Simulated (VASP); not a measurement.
SrTiC2, 4 atoms in the cell. Symmetry: P4/mmm, No. 123, tetragonal system. Conventional cell: a = 3.693 Å, b = 3.693 Å, c = 5.008 Å, α = 90.00°, β = 90.00°, γ = 90.00°. Sr (site symmetry 4/mmm) is surrounded by 6 C at 2.50 to 2.61 Å. Ti (site symmetry 4/mmm) is surrounded by 6 C at 2.50 to 2.61 Å. C (site symmetry 4/mmm) has 2 Ti at 2.50 Å and 4 Sr at 2.61 Å as nearest neighbours. C (site symmetry 4/mmm) has 2 Sr at 2.50 Å and 4 Ti at 2.61 Å as nearest neighbours. The cell was built by a generator and needn't be a form met in nature.

* Program: VASP 6.6.1
* Task: relaxation of the atoms
* Functional: revPBE
* Dispersion: D3(BJ)
* Potentials or basis: VASP PAW PBE potentials, release 64 (Sr_sv, Ti_sv, C)
* Cutoff: 520 eV
* k mesh: 5 × 5 × 5
* Occupations: gaussian, width 0.05 eV
* Spin: spin-orbit coupling, no magnetisation
* Hubbard terms: Ti d U = 7 eV
* Atoms held fixed (from 0): [0]
* Further INCAR settings: ALGO = Normal; EDIFF = 1e-05; IBRION = 2; EDIFFG = -0.01; NSW = 60

Potentials or basis: VASP PAW PBE potentials, release 64 (Sr_sv, Ti_sv, C).

Command:

```console
$ cat potpaw_PBE.64/Sr_sv/POTCAR potpaw_PBE.64/Ti_sv/POTCAR potpaw_PBE.64/C/POTCAR > POTCAR
$ mpirun -np 1 vasp_ncl > vasp.out
```

Hardware: 1 thread of Intel(R) Xeon(R) 6975P-C (Granite Rapids) (shared host).

Task: Estimate the wall time of this run.

Result: Wall time 94 s on 1 thread of Intel(R) Xeon(R) 6975P-C (Granite Rapids) (shared host), peak memory 0.35 GiB. Counts: scf iterations 18, k points 18, ion steps 1.
